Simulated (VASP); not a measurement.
Here is the system:

```
HfB2
1.0
    1.56752    -2.71502     0.00000
    1.56752     2.71502     0.00000
    0.00000     0.00000     3.46866
Hf B
1 2
Direct
  0.00000   0.00000   0.00000
  0.33333   0.66667   0.50000
  0.66667   0.33333   0.50000
```

Level of theory: vdW-DF-cx, VASP's PBE PAW potentials (set 64) (plane waves; VASP). Numerical set-up: 520 eV cut-off, 13×13×10 Γ-centred mesh, tetrahedra with Blöchl corrections, potentials Hf_pv B.

Unless said otherwise, spin-orbit coupling is left out, though it shifts the bands of the heavy elements here.

Tabulate the total density of states (states/eV per cell) against energy (eV; zero at the valence-band maximum or, without a gap, the Fermi level).

```
E (eV) | DOS (states/eV)
    -9.98 | ###### 0.58
    -9.74 | #### 0.38
    -9.50 | ## 0.19
    -9.26 | ## 0.16
    -9.02 | ### 0.29
    -8.90 | #### 0.33
    -8.66 | ###### 0.57
    -8.42 | ####### 0.68
    -8.18 | ####### 0.69
    -7.94 | ####### 0.67
    -7.70 | ####### 0.66
    -7.46 | ###### 0.60
    -7.22 | ###### 0.59
    -6.98 | ####### 0.63
    -6.74 | ######## 0.75
    -6.62 | ######### 0.86
    -6.38 | ####### 0.68
    -6.14 | ###### 0.59
    -5.90 | ####### 0.66
    -5.66 | ############## 1.26
    -5.42 | ############# 1.22
    -5.18 | ############ 1.12
    -4.94 | ########## 0.96
    -4.70 | ############## 1.30
    -4.46 | ############### 1.38
    -4.34 | ################ 1.52
    -4.10 | ################### 1.76
    -3.86 | ############################## 2.78
    -3.62 | ################ 1.47
    -3.38 | ############ 1.11
    -3.14 | ################### 1.74
    -2.90 | ################# 1.57
    -2.66 | ########### 1.02
    -2.42 | ########### 0.97
    -2.18 | ########## 0.91
    -2.06 | ######### 0.85
    -1.82 | ######## 0.73
    -1.58 | ####### 0.61
    -1.34 | ###### 0.51
    -1.10 | #### 0.36
    -0.86 | ## 0.19
    -0.62 | # 0.13
    -0.38 | # 0.11
    -0.14 | ## 0.16
     0.10 | #### 0.35
     0.22 | #### 0.41
     0.46 | ##### 0.48
     0.70 | ####### 0.63
     0.94 | ######## 0.73
     1.18 | ########### 0.99
     1.42 | ############# 1.21
     1.66 | ############ 1.08
     1.90 | ########### 1.02
     2.14 | ########### 0.98
     2.38 | ########### 1.01
     2.50 | ########### 1.03
     2.74 | ############# 1.20
     2.98 | ############## 1.31
     3.22 | ############# 1.18
     3.46 | ############# 1.24
```
Within 2 eV below the Fermi level the largest weight inside VASP's projection spheres is Hf d, then B p.

The compound is HfB2 in the AlB2 type structure. It was relaxed first.
